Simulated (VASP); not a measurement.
Given:

```
MoSi2
1.0
   -1.60164     1.60164     3.92380
    1.60164    -1.60164     3.92380
    1.60164     1.60164    -3.92380
Si Mo
2 1
Cartesian
  0.00000   0.00000   5.21775
  0.00000   0.00000   2.62986
  0.00000   0.00000   0.00000
```

These are vdW-DF-cx, VASP's PBE PAW potentials (set 64) (plane waves; VASP) values and carry that method's errors. Run with 520 eV cut-off, Gaussian smearing of 0.050 eV, potentials Si Mo_sv.

Problem. What does the run give for the band gap (along the path) with the smallest direct gap where there is one?

Solution. 
```json
{
  "band gap (along the path)": "none (metal, semimetal or under 0.01 eV)"
}
```

The absolute energy has meaning only against runs of the same code, potentials and settings.

The compound is MoSi2 in the MoSi2 type structure. It was relaxed first.
